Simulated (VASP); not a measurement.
Data:

```xyz
2
Lattice="0.0000 3.1549 3.1549 3.1549 0.0000 3.1549 3.1549 3.1549 0.0000" Properties=species:S:1:pos:R:3 pbc="T T T"
K      0.0000     0.0000     0.0000
Cl     3.1549     3.1549     3.1549
```

Computed with PBE GGA with D4 dispersion, VASP's PBE PAW potentials (set 64) (plane waves; VASP). Numerical set-up: 520 eV cut-off, Gaussian smearing of 0.050 eV, potentials K_sv Cl.

### Question
Give the energies of bands 6 to 11 at the high-symmetry points, in eV from the valence-band maximum.

### Answer

| band | Γ | X | U | L | W |
|---|---|---|---|---|---|
| 6 | 0.00 | -0.65 | -0.56 | -1.04 | -0.48 |
| 7 | 0.00 | -0.22 | -0.54 | -0.32 | -0.47 |
| 8 | 0.00 | -0.22 | -0.28 | -0.32 | -0.47 |
| 9 | 5.16 | 6.54 | 7.28 | 7.57 | 8.03 |
| 10 | 8.38 | 8.31 | 9.05 | 8.57 | 8.03 |
| 11 | 8.38 | 10.03 | 9.27 | 10.50 | 9.43 |

The gap is direct, 5.16 eV, from the valence maximum at Γ to the conduction minimum at Γ.

Measured: gap 8.50 eV (computed value off by -3.34 eV), as given by David Koller et al., Journal of Physics Condensed Matter (2013), arXiv:1304.4470.

The compound is KCl in the rock salt structure. It was relaxed first.
